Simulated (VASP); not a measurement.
Crystal: MoS2.

```
Mo S
1.0
     3.16100    0.00000    0.00000
    -1.58050    2.73751    0.00000
     0.00000    0.00000   12.90975
Mo S
2 4
Direct
  0.33333 0.66667 0.25000
  0.66667 0.33333 0.75000
  0.66667 0.33333 0.37123
  0.66667 0.33333 0.12877
  0.33333 0.66667 0.87123
  0.33333 0.66667 0.62877
```

The cell was built by a generator and needn't be a form met in nature.

Base run:

```yaml
Program: VASP 6.6.1
Functional: PBE
Potentials_or_basis: VASP PAW PBE potentials, release 64 (Mo_sv, S)
Cutoff: 520 eV
k_mesh: 8 × 8 × 2
Occupations: fermi-dirac, width 0.05 eV
Spin: no spin polarisation
```

Its results: band gap on the k mesh 1.24 eV, indirect (least direct gap 1.99 eV); pressure 2.1 GPa; largest force 0.047 eV/Å.

Q: The run is repeated on the same cell with these changes: dispersion from none to TS. What comes out?

A: Band gap on the k mesh 1.24 eV, indirect (least direct gap 1.99 eV); pressure -0.7 GPa; largest force 0.031 eV/Å.

Dispersion adds attraction, which lowers the pressure at fixed volume.

Caveats: this functional lacks dispersion, which binds the layers, so the pressure and a relaxed spacing across them are unreliable (some runs).

A k mesh can miss the band edges.

Not every run made on this cell is shown here.
